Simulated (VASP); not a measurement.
Input:

```xyz
3
Lattice="0.0000 2.5482 2.5482 2.5482 0.0000 2.5482 2.5482 2.5482 0.0000" Properties=species:S:1:pos:R:3 pbc="T T T"
Zr     0.0000     0.0000     0.0000
O      1.2741     1.2741     1.2741
O      3.8223     3.8223     3.8223
```

The numbers are results of PBE GGA with D3 dispersion (zero damping), VASP's PBE PAW potentials (set 64) (plane waves; VASP 6.6.1), not measurements. Settings: 520 eV cut-off, Gaussian smearing of 0.050 eV, potentials Zr_sv O.

Question: Give the energies of bands 7 to 15 at the high-symmetry points, in eV from the valence-band maximum.

Answer: 
```csv
band,Γ,X,U,L,W
7,-5.21,-5.90,-5.29,-4.20,-4.73
8,-5.21,-3.14,-3.60,-4.20,-4.64
9,-5.21,-3.14,-3.07,-2.52,-2.37
10,-0.53,-1.50,-2.20,-2.47,-2.37
11,-0.53,-1.50,-1.21,-1.64,-1.37
12,-0.53,0.00,-0.33,-1.64,-0.20
13,3.34,3.78,4.01,3.98,4.43
14,3.34,4.72,4.72,3.98,4.56
15,6.55,5.80,6.13,6.05,6.26
```

The gap is indirect, 3.34 eV, from the valence maximum at X to the conduction minimum at Γ.

The compound is ZrO2 in the fluorite structure, the high-temperature cubic form, which is unstable at 0 K; the monoclinic form is the stable one. It was relaxed first.
